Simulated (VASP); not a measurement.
Data:

```
As
1.0
    3.68036    -1.88000     0.00000
    3.68036     1.88000     0.00000
    2.72002     0.00000     3.11142
As
2
Cartesian
  2.28833   0.00000   0.70629
  7.79242   0.00000   2.40513
```

Calculation: AM05 GGA, VASP's PBE PAW potentials (set 64) (plane waves; VASP). Run with 520 eV cut-off, 11×11×11 Γ-centred mesh, first-order Methfessel-Paxton smearing of 0.10 eV, potentials As.

Energy and stress use the plane-wave basis of the starting cell.

Task: The ions, cell shape and volume are relaxed. What does this cell relax into?

Result: 
```
As
1.0
    3.55136    -1.89071    -0.04629
    3.55136     1.89071    -0.04629
    2.58555     0.00000     3.08286
As
2
Direct
  0.23006   0.23006   0.23006
  0.76994   0.76994   0.76994
```
Space group R-3m (166), at a tolerance of 0.03 Å.

Task: How do energy and volume change from the first to the last step?

Result: The energy (σ→0) changes by -5.4 meV/atom and the volume by -2.8 %, in 9 ionic steps.

The compound is As in the a7 structure. This run relaxes it. Symmetry was kept, so distortions that lower it aren't found.
